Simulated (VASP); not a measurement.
Consider the following.

```
Se
1.0
    1.74797    -3.02758     0.00000
    1.74797     3.02758     0.00000
    0.00000     0.00000     5.09333
Se
3
Direct
  0.00000   0.29480   0.66667
  0.70520   0.70520   0.00000
  0.29480   0.00000   0.33333
```

These are LDA (Ceperley-Alder, Perdew-Zunger), VASP's LDA PAW potentials (set 64) (plane waves; VASP) values and carry that method's errors. Numerical set-up: 500 eV cut-off, 7×7×5 Γ-centred mesh, Gaussian smearing of 0.050 eV, potentials Se.

Energy and stress use the plane-wave basis of the starting cell.

Problem. The ions, cell shape and volume at an external pressure of 30.0 GPa are relaxed. Which structure does the run end with?

Solution. 
```
Se
1.0
    1.59851    -2.76870     0.00000
    1.59851     2.76870     0.00000
    0.00000     0.00000     5.48751
Se
3
Direct
  0.00000   0.33030   0.66667
  0.66970   0.66970   0.00000
  0.33030   0.00000   0.33333
```
Space group R-3m (166), at a tolerance of 0.03 Å.

Problem. How do energy and volume change from the first to the last step?

Solution. The energy (σ→0) changes by +271.3 meV/atom and the volume by -9.9 %, in 20 ionic steps.

The compound is Se in the trig structure. This run relaxes it under an external pressure of 30 GPa. Symmetry was kept, so distortions that lower it aren't found. The k-mesh is coarse (spacing up to 0.32 per Å, 2π included), so the numbers may not be converged in it.
